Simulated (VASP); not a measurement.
A run of VASP 6.6.1 is set up as follows.

INCAR

```
PREC = Normal
ENCUT = 520
EDIFF = 1E-4
ISMEAR = 0
SIGMA = 0.15
LREAL = False
LASPH = True
NELM = 60
ALGO = Fast
ISIF = 3
LWAVE = False
LCHARG = False
GGA = PE
IBRION = 2
NSW = 24
EDIFFG = -0.08
```

KPOINTS

```
Automatic mesh
0
Gamma
  4 4 3
```

The input POSCAR:

```
Al2InN3
1.0
    4.6350289300      0.0000000000      0.0000000000
   -2.3175144600      4.0140528000      0.0000000000
    0.0000000000      0.0000000000      4.9307153900
Al In N
2 1 3
Direct
    0.3333333300      0.6666666700      0.0000000000
    0.6666666700      0.3333333300      0.0000000000
    0.0000000000      0.0000000000      0.5000000000
    0.3333333300      0.6666666700      0.5000000000
    0.6666666700      0.3333333300      0.5000000000
    0.0000000000      0.0000000000      0.0000000000
```

Potentials or basis: VASP PAW PBE potentials, release 64 (Al, In_d, N).

Launch:

```bash
$ cat potpaw_PBE.64/Al/POTCAR potpaw_PBE.64/In_d/POTCAR potpaw_PBE.64/N/POTCAR > POTCAR
$ mpirun -np 1 vasp_std > vasp.out
```

(1) What does it give for the band gap on the k mesh?

(2) Estimate the relaxed volume.

(3) Estimate the relaxed cell.

(4) Predict the space group after relaxing (to 0.05 Å).

## Answers

(1) none (metal or under the smearing width).

(2) 13.10 Å³/atom.

(3) a = 4.893 Å, b = 4.893 Å, c = 3.790 Å, α = 90.00°, β = 90.00°, γ = 120.00°.

(4) P6/mmm (No. 191).

Caveat: the k mesh is coarse (spacing up to 0.42 Å⁻¹), so the values aren't converged.
